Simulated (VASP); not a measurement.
Consider the following.

```
CELL_PARAMETERS angstrom
      3.92482     0.00000     0.00000
      0.00000     3.92482     0.00000
      0.00000     0.00000     5.65824
ATOMIC_POSITIONS crystal
  Zn 0.00000 0.00000 0.50000
  Cd 0.50000 0.50000 0.00000
  S  0.50000 0.00000 0.27598
  S  0.00000 0.50000 0.72402
```

All values below come from PBEsol GGA, VASP's PBE PAW potentials (set 64) (plane waves; VASP). Numerical set-up: 400 eV cut-off, Gaussian smearing of 0.050 eV, potentials Zn Cd S.

Q: Give the energies of bands 8 to 21 at the high-symmetry points, in eV from the valence-band maximum.

A: 
| band | Γ | X | M | Z | R | A |
|---|---|---|---|---|---|---|
| 8 | -6.24 | -6.24 | -6.16 | -6.31 | -6.23 | -6.14 |
| 9 | -6.24 | -6.21 | -6.13 | -6.28 | -6.05 | -6.12 |
| 10 | -6.16 | -6.01 | -5.94 | -6.28 | -5.94 | -5.96 |
| 11 | -5.94 | -5.96 | -5.82 | -6.04 | -5.91 | -5.72 |
| 12 | -5.88 | -5.91 | -5.82 | -5.88 | -5.85 | -5.72 |
| 13 | -4.49 | -4.10 | -4.89 | -2.63 | -5.18 | -4.95 |
| 14 | -2.19 | -3.66 | -3.99 | -2.60 | -4.88 | -3.81 |
| 15 | -2.19 | -2.67 | -2.30 | -1.51 | -1.14 | -2.71 |
| 16 | -0.19 | -2.23 | -2.16 | -1.51 | -0.95 | -2.65 |
| 17 | 0.00 | -1.14 | -2.16 | -0.90 | -0.85 | -2.65 |
| 18 | 0.00 | -0.66 | -2.05 | -0.90 | -0.61 | -2.50 |
| 19 | 1.38 | 4.19 | 3.22 | 3.81 | 2.88 | 5.37 |
| 20 | 3.40 | 4.64 | 3.22 | 3.83 | 3.01 | 5.37 |
| 21 | 4.10 | 5.84 | 3.75 | 4.55 | 6.30 | 5.45 |

The gap is direct, 1.38 eV, from the valence maximum at Γ to the conduction minimum at Γ.

The structure comes from a computed database's ZnCdS2 entry (P-4m2); how it stands against other phases isn't given here. It was relaxed first.
